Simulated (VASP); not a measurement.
Here is the system:

```
CELL_PARAMETERS angstrom
      0.00000     3.35308     3.35308
      3.35308     0.00000     3.35308
      3.35308     3.35308     0.00000
ATOMIC_POSITIONS crystal
  Ag 0.00000 0.00000 0.00000
  I  0.25000 0.25000 0.25000
```

All values below come from optB88-vdW, VASP's PBE PAW potentials (set 64) (plane waves; VASP). Run with 520 eV cut-off, 7×7×7 Γ-centred mesh, Gaussian smearing of 0.050 eV, potentials Ag I.

Unless said otherwise, spin-orbit coupling is left out, though it shifts the bands of the heavy elements here.

Problem. What does the run give for the energy per atom (σ→0), pressure, band gap (on the k-mesh) with the smallest direct gap where there is one?

Solution. 
```
Property                                     Value
-----------------------------------  -------------
band gap (on the k-mesh)                   1.22 eV
smallest direct gap (on the k-mesh)        1.22 eV
energy per atom (σ→0)                0.188 eV/atom
pressure                                 -1.50 GPa
```

Total energies compare only between runs with the same potentials, cut-off and functional.

The compound is AgI in the zinc blende structure, whereas wurtzite is the usual form. This cell is one point of a volume scan, at 1.06 of the reference volume.
